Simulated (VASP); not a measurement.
## Mg2CdS3: relaxation of cell and atoms with PBE

Crystal: Mg2CdS3.

```
Mg Cd S
1.0
     6.14300   -3.54600    0.00000
     6.14300    3.54600    0.00000
     0.00000    0.00000    6.63600
Mg Cd S
4 2 6
Direct
  0.49815 0.16651 0.49910
  0.50185 0.83349 0.99910
  0.16651 0.49815 0.99910
  0.83349 0.50185 0.49910
  0.16850 0.83150 0.49774
  0.83150 0.16850 0.99774
  0.17809 0.82191 0.88623
  0.48849 0.16672 0.87146
  0.51151 0.83328 0.37146
  0.82191 0.17809 0.38623
  0.16672 0.48849 0.37146
  0.83328 0.51151 0.87146
```

The cell was built by a generator and needn't be a form met in nature.

- Program: VASP 6.6.1
- Task: relaxation of cell and atoms
- Functional: PBE
- Potentials or basis: VASP PAW PBE potentials, release 64 (Mg, Cd, S)
- Cutoff: 520 eV
- k mesh: 4 × 4 × 4
- Occupations: gaussian, width 0.03 eV
- Spin: no spin polarisation
- Further INCAR settings: ALGO = Normal; EDIFF = 1e-06; IBRION = 2; EDIFFG = -0.01; NSW = 90; ISIF = 3

```
Relaxed volume                         : 24.01 Å³/atom
Relaxed cell                           : a = 7.089 Å, b = 7.089 Å, c = 6.621 Å, α = 90.00°, β = 90.00°, γ = 60.00°
Space group after relaxing (to 0.05 Å) : Cmc2_1 (No. 36)
Energy gained by relaxing              : 0.2 meV/atom
Ionic steps                            : 7
Pressure after relaxing                : 0.0 GPa
Largest force after relaxing           : 0.010 eV/Å
Band gap on the k mesh                 : 2.56 eV, direct
```

Forces in eV/Å, atoms in the order of the input:
```
Mg   0.004 -0.001 -0.002
Mg  -0.004  0.001 -0.002
Mg   0.004  0.001 -0.002
Mg  -0.004 -0.001 -0.002
Cd   0.000  0.003  0.008
Cd   0.000 -0.003  0.008
S    0.000  0.009  0.004
S   -0.001  0.004 -0.004
S    0.001 -0.004 -0.004
S    0.000 -0.009  0.004
S   -0.001 -0.004 -0.004
S    0.001  0.004 -0.004
```

The path:
```
step  energy change (eV)  largest force (eV/Å)  pressure (GPa)  volume (Å³)
   1              0.0000                0.0575           -0.16       289.11
   2             -0.0015                0.0400            0.03       288.08
   3             -0.0015                0.0353            0.09       287.80
   4             -0.0020                0.0196            0.03       288.11
   5             -0.0021                0.0143           -0.01       288.32
   6             -0.0021                0.0121            0.00       288.27
   7             -0.0022                0.0097            0.02       288.13
```

Final structure:
```
CELL_PARAMETERS angstrom
6.13931 -3.54424 0.00000
6.13931 3.54424 0.00000
0.00000 0.00000 6.62091
ATOMIC_POSITIONS crystal
Mg 0.49716 0.16644 0.49877
Mg 0.50284 0.83356 0.99877
Mg 0.16644 0.49716 0.99877
Mg 0.83356 0.50284 0.49877
Cd 0.17003 0.82997 0.49751
Cd 0.82997 0.17003 0.99751
S 0.17736 0.82264 0.88685
S 0.48883 0.16670 0.87159
S 0.51117 0.83330 0.37159
S 0.82264 0.17736 0.38685
S 0.16670 0.48883 0.37159
S 0.83330 0.51117 0.87159
```

Levels at points of the mesh, in eV from the valence-band top:
| k point | band 30 | band 31 | band 32 | band 33 | band 34 | band 35 | band 36 | band 37 | band 38 | band 39 |
| --- | --- | --- | --- | --- | --- | --- | --- | --- | --- | --- |
| (0.00, 0.00, 0.00) | -0.48 | -0.48 | -0.02 | -0.02 | 0.00 | 2.56 | 3.85 | 4.86 | 4.91 | 6.16 |
| (0.50, 0.00, 0.00) | -0.55 | -0.46 | -0.46 | -0.36 | -0.34 | 4.04 | 4.12 | 4.99 | 5.11 | 5.55 |
| (0.50, 0.50, 0.00) | -0.66 | -0.51 | -0.41 | -0.37 | -0.28 | 3.87 | 4.40 | 4.97 | 5.04 | 5.26 |
| (0.00, 0.00, 0.50) | -0.50 | -0.25 | -0.25 | -0.24 | -0.24 | 3.94 | 3.94 | 5.30 | 5.30 | 5.52 |
| (0.50, 0.00, 0.50) | -0.84 | -0.77 | -0.77 | -0.60 | -0.60 | 4.13 | 4.13 | 4.98 | 4.98 | 5.39 |
| (0.50, 0.50, 0.50) | -0.76 | -0.76 | -0.76 | -0.64 | -0.64 | 4.14 | 4.14 | 4.98 | 4.98 | 5.36 |

Run time: 3.2 min on 4 MPI ranks on Intel(R) Xeon(R) 6975P-C (Granite Rapids), with other jobs on the host, peak memory 0.55 GiB a rank.

PBE gaps usually lie below the measured ones, often by a third to a half.
